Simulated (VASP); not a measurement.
Input:

```xyz
1
Lattice="2.4921 0.0000 0.0000 0.0000 2.4921 0.0000 0.0000 0.0000 2.4921" Properties=species:S:1:pos:R:3 pbc="T T T"
Ru     0.0000     0.0000     0.0000
```

Level of theory: r2SCAN meta-GGA, VASP's PBE PAW potentials (set 64) (plane waves; VASP). Run with 400 eV cut-off, 13×13×13 Γ-centred mesh, first-order Methfessel-Paxton smearing of 0.10 eV, potentials Ru_pv.

### Question
Estimate the energy per atom (σ→0), band gap (on the k-mesh) with the smallest direct gap where there is one.

### Answer

```json
{
  "band gap (on the k-mesh)": "none (metal, semimetal or under 0.01 eV)",
  "energy per atom (σ→0)": "-24.263 eV/atom"
}
```

The structure was generated: Ru was put into the simple-cubic type (Pm-3m), which need not be its known phase. It was relaxed first. The start is the result of an earlier pass.
